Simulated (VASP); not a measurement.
Data:

```
CELL_PARAMETERS angstrom
      3.81878     0.00000     0.00000
      0.00000     3.81878     0.00000
      0.00000     0.00000     3.81878
ATOMIC_POSITIONS crystal
  Ru 0.00000 0.50000 0.50000
  Ru 0.50000 0.50000 0.00000
  Ru 0.50000 0.00000 0.50000
  W  0.00000 0.00000 0.00000
```

Computed with PBE GGA, VASP's PBE PAW potentials (set 64) (plane waves; VASP 6.6.1). Settings: 300 eV cut-off, 6×6×6 Γ-centred mesh, Fermi-Dirac smearing of 0.10 eV, potentials Ru_pv W_sv.

At this cut-off the stress carries a Pulay error, which pulls relaxed volumes low. Energy and stress use the plane-wave basis of the starting cell.

**Question.** The ions, cell shape and volume are relaxed. Which structure does the run end with?

**Answer.** 
```
CELL_PARAMETERS angstrom
      3.85729     0.00000     0.00000
      0.00000     3.85729     0.00000
      0.00000     0.00000     3.85729
ATOMIC_POSITIONS crystal
  Ru 0.00000 0.50000 0.50000
  Ru 0.50000 0.50000 0.00000
  Ru 0.50000 0.00000 0.50000
  W  0.00000 0.00000 0.00000
```
Space group Pm-3m (221), at a tolerance of 0.03 Å.

**Question.** How do energy and volume change from the first to the last step?

**Answer.** The energy (σ→0) changes by -12.1 meV/atom and the volume by +3.1 %, in 4 ionic steps.

```json
[
 {"step": "1", "E(σ→0) (eV)": "-40.6669", "max force (eV/Å)": "0.000", "pressure (GPa)": "9.89", "volume (Å³)": "55.69"},
 {"step": "2", "E(σ→0) (eV)": "-40.2765", "max force (eV/Å)": "0.000", "pressure (GPa)": "-23.04", "volume (Å³)": "62.91"},
 {"step": "3", "E(σ→0) (eV)": "-40.7152", "max force (eV/Å)": "0.000", "pressure (GPa)": "-0.36", "volume (Å³)": "57.46"},
 {"step": "4", "E(σ→0) (eV)": "-40.7154", "max force (eV/Å)": "0.000", "pressure (GPa)": "-0.04", "volume (Å³)": "57.39"}
]
```

The structure was generated: Ru3W was put into an ordered model structure, which need not be its known phase. This run relaxes it. Symmetry was kept, so distortions that lower it aren't found. The run is one of a series of settings (EDIFFG = -0.01, IBRION = 2, ISIF = 3, NSW = 50 against the base run), some of them coarse on purpose.
